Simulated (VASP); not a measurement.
The system is H2, in a box.

```
H
1.0
    10.00000    0.00000    0.00000
     0.00000   10.50000    0.00000
     0.00000    0.00000   11.00000
H
2
Direct
  0.50000 0.50000 0.46553
  0.50000 0.50000 0.53447
```

Base run:

| Property | Result |
| --- | --- |
| Program | VASP 6.6.1 |
| Functional | PBEsol |
| Potentials or basis | VASP PAW PBE potentials, release 64 (H) |
| Cutoff | 700 eV |
| k mesh | 1 × 1 × 1 |
| Occupations | gaussian, width 0.02 eV |
| Spin | no spin polarisation |

Its results: gap between the frontier levels 9.98 eV; largest force 0.008 eV/Å.

Task: The run is repeated on the same cell with these changes: functional from PBEsol to r2SCAN; cutoff from 700 eV to 520 eV. What comes out?

Result: Gap between the frontier levels 10.91 eV; largest force 0.583 eV/Å.

r2SCAN gives the wider gap, since meta-GGAs in the generalised Kohn-Sham scheme recover part of the derivative discontinuity.

Caveats: the PAW data sets were made with another functional, which shifts forces and pressure a little.

A k mesh can miss the band edges.

Not every run made on this cell is shown here.
